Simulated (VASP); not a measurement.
Given:

```
CELL_PARAMETERS angstrom
      0.00000     2.37636     2.37636
      2.37636     0.00000     2.37636
      2.37636     2.37636     0.00000
ATOMIC_POSITIONS crystal
  Mg 0.00000 0.00000 0.00000
  S  0.50000 0.50000 0.50000
```

These are LDA (Ceperley-Alder, Perdew-Zunger), VASP's LDA PAW potentials (set 64) (plane waves; VASP) values and carry that method's errors. Numerical set-up: 500 eV cut-off, 10×10×10 Γ-centred mesh, Gaussian smearing of 0.050 eV, potentials Mg S.

Energy and stress use the plane-wave basis of the starting cell.

Q: The ions, cell shape and volume at an external pressure of 45.0 GPa are relaxed. Predict the relaxed structure.

A: 
```
CELL_PARAMETERS angstrom
      0.00000     2.32249     2.32249
      2.32249     0.00000     2.32249
      2.32249     2.32249     0.00000
ATOMIC_POSITIONS crystal
  Mg 0.00000 0.00000 0.00000
  S  0.50000 0.50000 0.50000
```
Space group Fm-3m (225), at a tolerance of 0.03 Å.

Q: How do energy and volume change from the first to the last step?

A: The energy (σ→0) changes by +205.9 meV/atom and the volume by -6.6 %, in 4 ionic steps.

```
step  E(σ→0) (eV)  max force (eV/Å)  pressure (GPa)  volume (Å³)
----  -----------  ----------------  --------------  -----------
1         -9.0784             0.000           29.78        26.84
2         -7.5609             0.000           81.68        22.19
3         -8.6827             0.000           44.37        25.11
4         -8.6665             0.000           44.94        25.05
```

The compound is MgS in the rock salt structure. This run relaxes it under an external pressure of 45 GPa. Symmetry was kept, so distortions that lower it aren't found.
